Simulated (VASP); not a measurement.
Here is the system:

```yaml
crystal:
  lattice:
    - [2.58333, 0.00000, 0.00000]
    - [0.00000, 4.21856, 0.00000]
    - [0.00000, 0.00000, 24.50954]
  atoms:
    - { symbol: V, position: [0.27798, 0.75000, 0.33342] }
    - { symbol: V, position: [0.67543, 0.25000, 0.37584] }
    - { symbol: V, position: [0.99439, 0.75000, 0.42459] }
    - { symbol: V, position: [0.32046, 0.25000, 0.47712] }
    - { symbol: V, position: [0.67954, 0.75000, 0.52288] }
    - { symbol: V, position: [0.00561, 0.25000, 0.57541] }
    - { symbol: V, position: [0.32457, 0.75000, 0.62416] }
    - { symbol: V, position: [0.72202, 0.25000, 0.66658] }
```

These are r2SCAN meta-GGA, VASP's PBE PAW potentials (set 64) (plane waves; VASP 6.6.1) values and carry that method's errors. Settings: PREC = Normal, 400 eV cut-off, 11×7×1 Γ-centred mesh, first-order Methfessel-Paxton smearing of 0.10 eV, potentials V_sv.

**Question.** What does the run give for the energy per atom (σ→0), band gap (on the k-mesh) with the smallest direct gap where there is one?

**Answer.** 
| Property | Value |
|---|---|
| band gap (on the k-mesh) | none (metal, semimetal or under 0.01 eV) |
| energy per atom (σ→0) | -13.636 eV/atom |

Only differences to runs with the same potentials and settings are physical.

The cell is a thin slab with vacuum, built from V (bcc): (211) face. The run is not spin-polarised, so no magnetic state was tried.
